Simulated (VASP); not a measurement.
An input for Quantum ESPRESSO's pw.x (written as the equivalent of a VASP run, and not itself run):

```
&CONTROL
  calculation = 'vc-relax'
  pseudo_dir = './pseudo'
  outdir = './out'
  tprnfor = .true.
  tstress = .true.
  nstep = 60
  forc_conv_thr = 0.00039
/
&SYSTEM
  ibrav = 0
  nat = 2
  ntyp = 2
  ecutwfc = 92
  occupations = 'smearing'
  smearing = 'methfessel-paxton'
  degauss = 0.00735
  input_dft = 'pbesol'
/
&ELECTRONS
  conv_thr = 7.3e-08
  electron_maxstep = 100
/
&IONS
/
&CELL
/
ATOMIC_SPECIES
  Cu 63.546 Cu.upf
  Au 196.967 Au.upf
CELL_PARAMETERS angstrom
     2.8000000    0.0000000    0.0000000
     0.0000000    2.8000000    0.0000000
     0.0000000    0.0000000    3.6700000
ATOMIC_POSITIONS crystal
  Cu   0.0000000  0.0000000  0.0000000
  Au   0.5000000  0.5000000  0.5000000
K_POINTS automatic
  12 12 9 0 0 0
```

**Question.** Write the VASP files for the same calculation (PBEsol).

**Answer.** This is not unique; one that fits is 
File KPOINTS:
```
Automatic mesh
0
Gamma
12 12 9
0 0 0
```

**INCAR**
```
SYSTEM = CuAu
PREC = Accurate
ENCUT = 400
EDIFF = 1E-6
NELM = 100
ALGO = Normal
LREAL = .FALSE.
LASPH = .TRUE.
ISMEAR = 1
SIGMA = 0.1
GGA = PS
LMAXMIX = 6
LWAVE = .FALSE.
LCHARG = .FALSE.
IBRION = 2
ISIF = 3
NSW = 60
EDIFFG = -0.01
```

### POSCAR
```
CuAu
1.0
  2.8000000000   0.0000000000   0.0000000000
  0.0000000000   2.8000000000   0.0000000000
  0.0000000000   0.0000000000   3.6700000000
Cu Au
1 1
Direct
  0.0000000000   0.0000000000   0.0000000000
  0.5000000000   0.5000000000   0.5000000000
```

POTCAR, in this order: Cu Au (PBE.64 set). Program: vasp_std.

The two are equivalent in intent, not identical: the potentials are each code's own (VASP's PAW set, PseudoDojo norm-conserving files in pw.x), so ENCUT and ecutwfc are chosen apart and not converted; conv_thr bounds pw.x's estimated SCF error, while EDIFF bounds the energy change between steps; forc_conv_thr acts on force components and is met together with etot_conv_thr.

The compound is CuAu in the L1_0 structure. This run relaxes it. Symmetry was kept, so distortions that lower it aren't found.
